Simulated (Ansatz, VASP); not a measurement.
Equation of state of Cr3Cu under PBE

```cif
data_structure
_symmetry_space_group_name_H-M 'P 1'
_symmetry_Int_Tables_number 1
_cell_length_a 3.6019
_cell_length_b 3.6019
_cell_length_c 3.6019
_cell_angle_alpha 90.000
_cell_angle_beta 90.000
_cell_angle_gamma 90.000
_cell_volume 46.73
loop_
_atom_site_label
_atom_site_type_symbol
_atom_site_fract_x
_atom_site_fract_y
_atom_site_fract_z
_atom_site_occupancy
Cu1 Cu 0.00000 0.00000 0.00000 1
Cr1 Cr 0.50000 0.50000 0.00000 1
Cr2 Cr 0.50000 0.00000 0.50000 1
Cr3 Cr 0.00000 0.50000 0.50000 1
```

The cell comes from a database or a generator and needn't be the stable form of this composition.

The cell was scaled at fixed shape and fractions and run with Ansatz, Ansatz PAW, cutoff 420 eV; PBE, k mesh 7 × 7 × 7 on the cell of 4 atoms, fermi-dirac occupations of 0.05 eV, collinear spin, ferromagnetic start, no spin-orbit coupling. Energies are those that the program minimises, any entropy of the smearing included. For a metal such a mesh isn't converged to the digits shown. The magnetic state is the one that the start led to, which needn't be the lowest.

| V (Å³/atom) | energy over the lowest row (meV/atom) |
| --- | --- |
| 10.9817 | 29.37 |
| 11.2153 | ? |
| 11.4490 | 2.28 |
| 11.6827 | 0.00 |
| 11.9163 | 4.20 |
| 12.1500 | 14.21 |
| 12.3836 | 29.44 |

Fit the third-order Birch-Murnaghan form, give V0, B0 and B′, and predict the energy left open.

With y = (V0/V)^(2/3), E = E0 + (9 V0 B0/16) [(y - 1)³ B′ + (y - 1)² (6 - 4y)]. Least squares through the rows shown give V0 = 11.6442 Å³/atom, E0 = -0.09 meV, B0 = 225.3 GPa (1 eV/Å³ = 160.218 GPa) and B′ = 4.43, with a largest miss of 0.01 meV. At V = 11.2153 the form with these constants gives 11.80 meV; the run gave 11.80 meV an atom. Other set-ups at this level, from all their volumes (Å³/atom, GPa): VASP, PBE PAW files Cr_pv, Cu, 520 eV: V0 11.643, B0 223.8.
